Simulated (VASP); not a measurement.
The system is TaAs.

```xyz
4
Lattice="-1.7218 1.7218 5.8679 1.7218 -1.7218 5.8679 1.7218 1.7218 -5.8679" Properties=species:S:1:pos:R:3 pbc="T T T"
Ta    1.7218    0.0000    5.8676
Ta    0.0000    0.0000    8.8015
As    1.7218    0.0000    0.9698
As    0.0000    0.0000    3.9037
```

The cell is a database's computed one.

Base run:

* Program: VASP 6.6.1
* Functional: PBE
* Potentials or basis: VASP PAW PBE potentials, release 64 (Ta_pv, As)
* Cutoff: 520 eV
* k mesh: 13 × 13 × 13
* Occupations: fermi-dirac, width 0.05 eV
* Spin: no spin polarisation

Its results: band gap on the k mesh none (metal or under the smearing width); pressure 2.6 GPa; largest force 0.025 eV/Å.

Task: The run is repeated on the same cell with these changes: functional from PBE to PBEsol; k mesh from 13 × 13 × 13 to 19 × 19 × 19. What comes out?

Result: Band gap on the k mesh none (metal or under the smearing width); pressure -3.3 GPa; largest force 0.023 eV/Å.

Several settings changed at once, so the effect can't be laid on one alone.

Caveats: the PAW data sets were made with another functional, which shifts forces and pressure a little (some runs).

Not every run made on this cell is shown here.
